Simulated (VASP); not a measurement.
Here is the system:

```
HfC
1.0
    0.00000     2.29356     2.29356
    2.29356     0.00000     2.29356
    2.29356     2.29356     0.00000
Hf C
1 1
Direct
  0.00000   0.00000   0.00000
  0.50000   0.50000   0.50000
```

Level of theory: PBE GGA, VASP's PBE PAW potentials (set 64) (plane waves; VASP). Run with 620 eV cut-off, 14×14×14 Γ-centred mesh, first-order Methfessel-Paxton smearing of 0.10 eV, potentials Hf_pv C.

Energy and stress use the plane-wave basis of the starting cell.

**Question.** The ions, cell shape and volume at an external pressure of 20.0 GPa are relaxed. Predict the relaxed structure.

**Answer.** 
```
HfC
1.0
    0.00000     2.26800     2.26800
    2.26800     0.00000     2.26800
    2.26800     2.26800     0.00000
Hf C
1 1
Direct
  0.00000   0.00000   0.00000
  0.50000   0.50000   0.50000
```
Space group Fm-3m (225), at a tolerance of 0.03 Å.

**Question.** How do energy and volume change from the first to the last step?

**Answer.** The energy (σ→0) changes by +36.9 meV/atom and the volume by -3.3 %, in 4 ionic steps.

The compound is HfC in the rock salt structure. This run relaxes it under an external pressure of 20 GPa. Symmetry was kept, so distortions that lower it aren't found.
